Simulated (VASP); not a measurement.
Data:

```
W
1.0
   -1.58175     1.58175     1.58175
    1.58175    -1.58175     1.58175
    1.58175     1.58175    -1.58175
W
1
Cartesian
  0.00000   0.00000   0.00000
```

The numbers are results of PBE GGA with D4 dispersion, VASP's PBE PAW potentials (set 64) (plane waves; VASP 6.6.1), not measurements. Settings: 520 eV cut-off, 18×18×18 Γ-centred mesh, tetrahedra with Blöchl corrections, potentials W_sv.

Unless said otherwise, spin-orbit coupling is left out, though it shifts the bands of the heavy elements here.

Q: What does the run give for the energy per atom (σ→0), band gap (on the k-mesh) with the smallest direct gap where there is one?

A: 
band gap (on the k-mesh): none (metal, semimetal or under 0.01 eV)
energy per atom (σ→0): -13.671 eV/atom

Only differences to runs with the same potentials and settings are physical.

The compound is W in the bcc structure. It was relaxed first.
